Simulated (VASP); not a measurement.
Crystal: CuF.

```
Cu F
1.0
     3.60865    0.00000    0.00000
    -1.80433    3.12519    0.00000
     0.00000    0.00000    5.08252
Cu F
2 2
Direct
  0.33333 0.66667 0.25000
  0.66667 0.33333 0.75000
  0.66667 0.33333 0.25000
  0.33333 0.66667 0.75000
```

The cell was built by a generator and needn't be a form met in nature.

The cell isn't the ideal one: biaxial_xy strain +2.9%.

Base run:

* Program: VASP 6.6.1
* Functional: PBE
* Potentials or basis: VASP PAW PBE potentials, release 64 (Cu, F)
* Cutoff: 520 eV
* k mesh: 12 × 12 × 6
* Occupations: fermi-dirac, width 0.02 eV
* Spin: no spin polarisation

Its results: band gap on the k mesh none (metal or under the smearing width); pressure -0.9 GPa.

Task: The run is repeated on the same cell with these changes: functional from PBE to r2SCAN; further incar settings from ALGO = Fast; EDIFF = 1e-06; NBANDS = 26 to ALGO = Normal; EDIFF = 1e-07; NBANDS = 26. What comes out?

Result: Band gap on the k mesh none (metal or under the smearing width); pressure -4.3 GPa.

Caveats: the run has no spin polarisation, though such a crystal can be magnetic; semilocal functionals often make such compounds metallic where correlation or magnetic order opens a gap, which also shifts bond lengths; the PAW data sets were made with another functional, which shifts forces and pressure a little (some runs).
